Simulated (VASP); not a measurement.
Data:

```
GdTe
1.0
    0.00000     3.05870     3.05870
    3.05870     0.00000     3.05870
    3.05870     3.05870     0.00000
Gd Te
1 1
Direct
  0.00000   0.00000   0.00000
  0.50000   0.50000   0.50000
```

The numbers are results of PBEsol GGA, VASP's PBE PAW potentials (set 64) (plane waves; VASP), not measurements. Run with 400 eV cut-off, Gaussian smearing of 0.050 eV, potentials Gd_3 Te.

The 4f electrons are frozen in the core of the lanthanide potential, so 4f levels, which can set the real gap, and their magnetism are missing.  Unless said otherwise, spin-orbit coupling is left out, though it shifts the bands of the heavy elements here.

Question: What does the run give for the band gap (along the path) with the smallest direct gap where there is one?

Answer: 
| Property | Value |
|---|---|
| band gap (along the path) | none (metal, semimetal or under 0.01 eV) |

Only differences to runs with the same potentials and settings are physical.

The structure comes from a computed database's GdTe entry (Fm-3m); how it stands against other phases isn't given here. It was relaxed first, which changed the volume by -5 %. The electron count is odd and the run is not spin-polarised, which forces a metal.
